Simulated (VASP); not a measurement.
Data:

```xyz
10
Lattice="4.6735 -2.4816 -0.0040 4.6735 2.4816 -0.0040 3.3594 0.0000 4.0884" Properties=species:S:1:pos:R:3 pbc="T T T"
Ga    10.8725     0.0000     3.4915
Ga     4.5193     0.0000     1.4513
Ga     1.8339     0.0000     0.5889
Ga     8.1871     0.0000     2.6291
O      4.8563    -0.9798     3.0643
O      5.2539     1.7307     1.8261
O      7.8501     0.9798     1.0161
O      6.9336     0.7509     3.8702
O      7.4525    -1.7307     2.2544
O      5.7728    -0.7509     0.2102
```

The numbers are results of LDA (Ceperley-Alder, Perdew-Zunger), VASP's LDA PAW potentials (set 64) (plane waves; VASP 6.6.1), not measurements. Numerical set-up: 520 eV cut-off, Gaussian smearing of 0.050 eV, potentials Ga_d O.

Question: Give the energies of bands 33 to 46 at the high-symmetry points, in eV from the valence-band maximum.

Answer: 
```json
[
 {"band": "33", "Γ": "-3.74", "T": "-4.05", "H2": "-3.45", "L": "-3.19", "S0": "-3.78", "F": "-3.89"},
 {"band": "34", "Γ": "-3.74", "T": "-4.05", "H2": "-3.45", "L": "-3.19", "S0": "-2.83", "F": "-3.12"},
 {"band": "35", "Γ": "-3.46", "T": "-2.59", "H2": "-2.19", "L": "-2.00", "S0": "-2.75", "F": "-2.76"},
 {"band": "36", "Γ": "-1.04", "T": "-2.59", "H2": "-2.19", "L": "-2.00", "S0": "-2.29", "F": "-2.65"},
 {"band": "37", "Γ": "-1.04", "T": "-1.54", "H2": "-1.80", "L": "-1.30", "S0": "-1.77", "F": "-1.47"},
 {"band": "38", "Γ": "-0.55", "T": "-1.54", "H2": "-1.80", "L": "-1.30", "S0": "-1.45", "F": "-1.42"},
 {"band": "39", "Γ": "-0.55", "T": "-1.54", "H2": "-1.04", "L": "-1.23", "S0": "-1.14", "F": "-1.35"},
 {"band": "40", "Γ": "-0.37", "T": "-1.54", "H2": "-1.04", "L": "-1.23", "S0": "-0.71", "F": "-1.07"},
 {"band": "41", "Γ": "-0.32", "T": "-0.31", "H2": "-0.59", "L": "-1.03", "S0": "-0.65", "F": "-0.89"},
 {"band": "42", "Γ": "-0.32", "T": "-0.31", "H2": "-0.59", "L": "-1.03", "S0": "-0.52", "F": "-0.71"},
 {"band": "43", "Γ": "-0.27", "T": "-0.31", "H2": "-0.34", "L": "-0.16", "S0": "-0.50", "F": "-0.25"},
 {"band": "44", "Γ": "-0.27", "T": "-0.31", "H2": "-0.34", "L": "-0.16", "S0": "-0.18", "F": "-0.15"},
 {"band": "45", "Γ": "2.97", "T": "5.95", "H2": "6.76", "L": "6.47", "S0": "6.58", "F": "6.64"},
 {"band": "46", "Γ": "6.66", "T": "5.95", "H2": "6.76", "L": "6.47", "S0": "6.64", "F": "6.80"}
]
```

The gap is indirect, 2.97 eV, from the valence maximum at Γ-S0 at 0.45 to the conduction minimum at Γ.

The compound is Ga2O3 in the corundum structure, the metastable α form; monoclinic β is stable. It was relaxed first.
